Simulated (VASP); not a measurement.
Data:

```yaml
crystal:
  lattice:
    - [0.00000, 3.32733, 3.32733]
    - [3.32733, 0.00000, 3.32733]
    - [3.32733, 3.32733, 0.00000]
  atoms:
    - { symbol: Hg, position: [0.00000, 0.00000, 0.00000] }
    - { symbol: Te, position: [0.25000, 0.25000, 0.25000] }
```

Computed with PBE GGA, VASP's PBE PAW potentials (set 64) (plane waves; VASP). Numerical set-up: 520 eV cut-off, Gaussian smearing of 0.050 eV, potentials Hg Te.

Give the energies of bands 2 to 12 at the high-symmetry points, in eV from the Fermi level.

| band | Γ | X | U | L | W |
|---|---|---|---|---|---|
| 2 | -6.89 | -6.71 | -6.72 | -6.79 | -6.70 |
| 3 | -6.89 | -6.61 | -6.66 | -6.79 | -6.67 |
| 4 | -6.89 | -6.61 | -6.54 | -6.44 | -6.50 |
| 5 | -6.46 | -6.41 | -6.44 | -6.44 | -6.48 |
| 6 | -6.46 | -6.10 | -6.03 | -6.21 | -5.98 |
| 7 | -0.93 | -4.98 | -4.98 | -4.94 | -5.02 |
| 8 | 0.00 | -1.92 | -2.48 | -0.82 | -2.23 |
| 9 | 0.00 | -1.92 | -1.59 | -0.82 | -2.19 |
| 10 | 0.00 | 1.91 | 2.23 | 0.70 | 2.89 |
| 11 | 4.37 | 2.71 | 4.03 | 5.11 | 4.69 |
| 12 | 4.37 | 7.92 | 6.98 | 5.11 | 5.25 |

It has no gap at this level: it comes out as a metal or semimetal.

The compound is HgTe in the zinc blende structure. It was relaxed first, which changed the volume by +9 %.
